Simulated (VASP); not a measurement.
# HfH4 (Hf(H)4) in VASP: notebook

One molecule, HfH4 (Hf(H)4), is run at these levels: PBE; tasks: single point.

All numbers are computed with VASP 6.6.1; they aren't measurements. Logs are shortened: lines on timing, memory, paths and dates and some standing lists are left out, and cuts for length are marked.

**1. The cell of the first run**

The cell holds a molecule in a box, 5 atoms: a = 12.030 Å, b = 12.030 Å, c = 11.140 Å, α = 90.00°, β = 90.00°, γ = 90.00°.

**2. Single point, PBE, non-collinear spin, zero start, spin-orbit coupling (plane waves, soc)**

INCAR reads:

```
  ALGO = Normal
  EDIFF = 1E-7
  ENCUT = 520
  GGA = PE
  GGA_COMPAT = F
  ISIF = 2
  ISMEAR = 0
  LASPH = T
  LCHARG = T
  LMAXMIX = 4
  LNONCOLLINEAR = T
  LORBIT = 11
  LORBMOM = T
  LREAL = F
  LSORBIT = T
  LVHAR = T
  LWAVE = F
  MAGMOM = 0 0 0 0 0 0 0 0 0 0 0 0 0 0 0
  NBANDS = 29
  NELM = 150
  PREC = Accurate
  SIGMA = 0.01
```

KPOINTS reads:

```
k-points
0
Gamma
  1 1 1
```

POSCAR reads:

```
HfH4
1.0
   12.0300000000      0.0000000000      0.0000000000
    0.0000000000     12.0300000000      0.0000000000
    0.0000000000      0.0000000000     11.1400000000
Hf H
1 4
Direct
    0.4999426400      0.4999426400      0.4999362700
    0.6258212800      0.4999426400      0.5959237000
    0.4999426400      0.6258212800      0.4039497300
    0.3740648400      0.4999426400      0.5959237000
    0.4999426400      0.3740648400      0.4039497300
```

Potentials or basis: VASP PAW PBE potentials, release 64 (Hf_pv, H).

On the command line:

```console
cat potpaw_PBE.64/Hf_pv/POTCAR potpaw_PBE.64/H/POTCAR > POTCAR
mpirun -np 1 vasp_ncl > vasp.out
```

OUTCAR:

```text
EDIFF = 1E-7
   ENCUT = 520
   GGA = PE
   ISIF = 2
   ISMEAR = 0
   LASPH = T
   LNONCOLLINEAR = T
   LORBIT = 11
   LREAL = F
   LSORBIT = T
   NELM = 150
   PREC = Accurate

 ion  position               nearest neighbor table
   1  0.500  0.500  0.500-   5 1.85   4 1.85   3 1.85   2 1.85
   2  0.626  0.500  0.596-   1 1.85
   3  0.500  0.626  0.404-   1 1.85
   4  0.374  0.500  0.596-   1 1.85
   5  0.500  0.374  0.404-   1 1.85

  LATTYP: Found a simple tetragonal cell.
 ALAT       =    12.0300000000
 C/A-ratio  =     0.9260182876

  Lattice vectors:

 A1 = (  12.0300000000,   0.0000000000,   0.0000000000)
 A2 = (   0.0000000000,  12.0300000000,   0.0000000000)
 A3 = (   0.0000000000,   0.0000000000,  11.1400000000)

Analysis of symmetry for initial positions (statically):
=====================================================================
 Subroutine PRICEL returns:
 Original cell was already a primitive cell.

 Routine SETGRP: Setting up the symmetry group for a
 simple tetragonal supercell.

 Subroutine GETGRP returns: Found  8 space group operations
 (whereof  1 operations were pure point group operations)
 out of a pool of 16 trial point group operations.

The static configuration has the point symmetry C_1 .
 The point group associated with its full space group is D_2d.

Analysis of symmetry for dynamics (positions and initial velocities):
=====================================================================
 Subroutine PRICEL returns:
 Original cell was already a primitive cell.

 Routine SETGRP: Setting up the symmetry group for a
 simple tetragonal supercell.

 Subroutine GETGRP returns: Found  8 space group operations
 (whereof  1 operations were pure point group operations)
 out of a pool of 16 trial point group operations.

The dynamic configuration has the point symmetry C_1 .
 The point group associated with its full space group is D_2d.

Analysis of structural, dynamic, and magnetic symmetry:
=====================================================================
 Subroutine PRICEL returns:
 Original cell was already a primitive cell.

 Routine SETGRP: Setting up the symmetry group for a
 simple tetragonal supercell.

 Subroutine GETGRP returns: Found  8 space group operations
 (whereof  1 operations were pure point group operations)
 out of a pool of 16 trial point group operations.

The overall configuration has the point symmetry C_1 .
 The point group associated with its full space group is D_2d.

 Subroutine INISYM returns: Found  8 space group operations
 (whereof  1 operations are pure point group operations),
 and found     1 'primitive' translations

----------------------------------------------------------------------------------------

                                     Primitive cell

  volume of cell :    1612.1908

  direct lattice vectors                    reciprocal lattice vectors
    12.030000000  0.000000000  0.000000000     0.083125520  0.000000000  0.000000000
     0.000000000 12.030000000  0.000000000     0.000000000  0.083125520  0.000000000
     0.000000000  0.000000000 11.140000000     0.000000000  0.000000000  0.089766607

  length of vectors
    12.030000000 12.030000000 11.140000000     0.083125520  0.083125520  0.089766607

  position of ions in fractional coordinates (direct lattice)
     0.499942640  0.499942640  0.499936270
     0.625821280  0.499942640  0.595923700
     0.499942640  0.625821280  0.403949730
     0.374064840  0.499942640  0.595923700
     0.499942640  0.374064840  0.403949730

  ion indices of the primitive-cell ions
   primitive index   ion index
                 1           1
                 2           2
                 3           3
                 4           4
                 5           5
[... 99 lines left out ...]
  free energy    TOTEN  =       -21.30231038 eV

  energy without entropy =      -21.30231038  energy(sigma->0) =      -21.30231038

 E-fermi :  -6.7677     XC(G=0):  -0.7858

 val. band max:       -6.9190130975   @ k =   0.0000   0.0000   0.0000
 cond. band min:      -2.9895769168   @ k =   0.0000   0.0000   0.0000
 fundamental gap:      3.9294361806
 Fermi energy:        -6.7676628112

 k-point     1 :       0.0000    0.0000    0.0000
  band No.  band energies     occupation
      1     -40.7785      1.00000
      2     -40.7785      1.00000
      3     -33.8024      1.00000
      4     -33.8024      1.00000
      5     -33.8015      1.00000
      6     -33.8015      1.00000
[... 18 lines left out ...]
     25      -0.1500      0.00000
     26      -0.1500      0.00000
 [bands above 26 left out]

------------------------ aborting loop because EDIFF is reached ----------------------------------------

  FORCE on cell =-STRESS in cart. coord.  units (eV):
  Direction    XX          YY          ZZ          XY          YZ          ZX
  --------------------------------------------------------------------------------------
  -------------------------------------------------------------------------------------
  Total       -0.6212787     -0.6212787     -0.6113972      0.0000000      0.0000000     -0.0000000
  in kB       -0.6174199     -0.6174199     -0.6075997      0.0000000      0.0000000     -0.0000000
  external PRESSURE =      -0.6141465 kB  Pullay stress =       0.0000000 kB

 VOLUME and BASIS-vectors are now :
 -----------------------------------------------------------------------------
  energy-cutoff  :      520.00
  volume of cell :     1612.19
      direct lattice vectors                 reciprocal lattice vectors
    12.030000000  0.000000000  0.000000000     0.083125520  0.000000000  0.000000000
     0.000000000 12.030000000  0.000000000     0.000000000  0.083125520  0.000000000
     0.000000000  0.000000000 11.140000000     0.000000000  0.000000000  0.089766607

 POSITION                                       TOTAL-FORCE (eV/Angst)
 -----------------------------------------------------------------------------------
      6.01431      6.01431      5.56929        -0.000000      0.000000      0.000000
      7.52863      6.01431      6.63859        -0.189625      0.000000     -0.131185
      6.01431      7.52863      4.50000        -0.000000     -0.189625      0.131185
      4.50000      6.01431      6.63859         0.189625      0.000000     -0.131185
      6.01431      4.50000      4.50000        -0.000000      0.189625      0.131185
 -----------------------------------------------------------------------------------
    total drift:                               -0.000413     -0.000413     -0.001183

  FREE ENERGIE OF THE ION-ELECTRON SYSTEM (eV)
  ---------------------------------------------------
  free  energy   TOTEN  =       -21.3023103821 eV

  energy  without entropy=      -21.3023103821  energy(sigma->0) =      -21.30231038

 orbital moment (x)

 # of ion     p       d       tot
 ----------------------------------------
  1         0.000   0.000   0.000
  2         0.000   0.000   0.000
  3        -0.000   0.000  -0.000
  4         0.000   0.000   0.000
  5         0.000   0.000   0.000
 ----------------------------------------
            0.000   0.000   0.000

 orbital moment (y)

 # of ion     p       d       tot
 ----------------------------------------
  1         0.000  -0.000  -0.000
  2        -0.000   0.000  -0.000
  3         0.000   0.000   0.000
  4         0.000   0.000   0.000
  5         0.000   0.000   0.000
 ----------------------------------------
            0.000  -0.000  -0.000

 orbital moment (z)

 # of ion     p       d       tot
 ----------------------------------------
  1         0.000   0.000   0.000
  2         0.000   0.000   0.000
  3         0.000   0.000   0.000
  4         0.000   0.000   0.000
  5         0.000   0.000   0.000
 ----------------------------------------
            0.000   0.000   0.000

 Spin-Orbit-Coupling matrix elements

 Ion:    1  E_soc:     -1.3652627
 l=   1
     0.0000000    -0.2174365    -0.2174364
    -0.2174365     0.0000000    -0.2174365
    -0.2174364    -0.2174365     0.0000000
 l=   2
     0.0000000    -0.0016242     0.0000000    -0.0016242    -0.0065031
    -0.0016242     0.0000000    -0.0048744    -0.0036086    -0.0036066
     0.0000000    -0.0048744     0.0000000    -0.0048744     0.0000000
    -0.0016242    -0.0036086    -0.0048744     0.0000000    -0.0036066
    -0.0065031    -0.0036066     0.0000000    -0.0036066     0.0000000
 l=   3
     0.0000000     0.0000000     0.0000000     0.0000000     0.0000000     0.0000000     0.0000000
     0.0000000     0.0000000     0.0000000     0.0000000     0.0000000     0.0000000     0.0000000
     0.0000000     0.0000000     0.0000000     0.0000000     0.0000000     0.0000000     0.0000000
     0.0000000     0.0000000     0.0000000     0.0000000     0.0000000     0.0000000     0.0000000
[... 69 lines left out ...]
 l=   2
     0.0000000     0.0000000     0.0000000     0.0000000     0.0000000
     0.0000000     0.0000000     0.0000000     0.0000000     0.0000000
     0.0000000     0.0000000     0.0000000     0.0000000     0.0000000
     0.0000000     0.0000000     0.0000000     0.0000000     0.0000000
     0.0000000     0.0000000     0.0000000     0.0000000     0.0000000
 l=   3
     0.0000000     0.0000000     0.0000000     0.0000000     0.0000000     0.0000000     0.0000000
     0.0000000     0.0000000     0.0000000     0.0000000     0.0000000     0.0000000     0.0000000
     0.0000000     0.0000000     0.0000000     0.0000000     0.0000000     0.0000000     0.0000000
     0.0000000     0.0000000     0.0000000     0.0000000     0.0000000     0.0000000     0.0000000
     0.0000000     0.0000000     0.0000000     0.0000000     0.0000000     0.0000000     0.0000000
     0.0000000     0.0000000     0.0000000     0.0000000     0.0000000     0.0000000     0.0000000
     0.0000000     0.0000000     0.0000000     0.0000000     0.0000000     0.0000000     0.0000000

 total charge

# of ion       s       p       d       tot
------------------------------------------
    1        0.432   6.391   1.412   8.236
    2        0.556   0.005   0.000   0.561
    3        0.556   0.005   0.000   0.561
    4        0.556   0.005   0.000   0.561
    5        0.556   0.005   0.000   0.561
--------------------------------------------------
tot          2.655   6.413   1.412  10.480

 magnetization (x)

# of ion       s       p       d       tot
------------------------------------------
    1        0.000   0.000   0.000   0.000
    2        0.000   0.000   0.000   0.000
    3        0.000  -0.000   0.000   0.000
    4        0.000  -0.000   0.000  -0.000
    5       -0.000   0.000   0.000  -0.000
--------------------------------------------------
tot          0.000   0.000   0.000   0.000

 magnetization (y)

# of ion       s       p       d       tot
------------------------------------------
    1       -0.000   0.000   0.000  -0.000
    2        0.000  -0.000   0.000   0.000
    3        0.000   0.000   0.000   0.000
    4       -0.000   0.000   0.000  -0.000
    5        0.000   0.000   0.000   0.000
--------------------------------------------------
tot         -0.000   0.000   0.000  -0.000

 magnetization (z)

# of ion       s       p       d       tot
------------------------------------------
    1        0.000   0.000   0.000   0.000
    2        0.000   0.000   0.000   0.000
    3        0.000   0.000   0.000   0.000
    4       -0.000   0.000   0.000  -0.000
    5       -0.000   0.000   0.000  -0.000
--------------------------------------------------
tot         -0.000   0.000   0.000  -0.000
```

Wall time 14 min (1 thread of Intel Xeon Platinum 8488C (Sapphire Rapids), shared host); peak memory 3.5 GiB.

What came out:

- Free energy: -21.3023 eV
- Largest force: 0.231 eV/Å
- Net moment: 0.00 μB per cell
- Valence electrons inside the program's atomic spheres: Hf 8.24; H 0.56

Forces in eV/Å, atoms in the order of the input:
```
Hf   0.000  0.000  0.000
H   -0.190  0.000 -0.131
H    0.000 -0.190  0.131
H    0.190  0.000 -0.131
H    0.000  0.190  0.131
```

Moments on the atoms (μB; x, y, z):
```
Hf  0.00 0.00 0.00
H   0.00 0.00 0.00
H   0.00 0.00 0.00
H   0.00 0.00 0.00
H   0.00 0.00 0.00
```

(Part 1 of 2 ends here.)
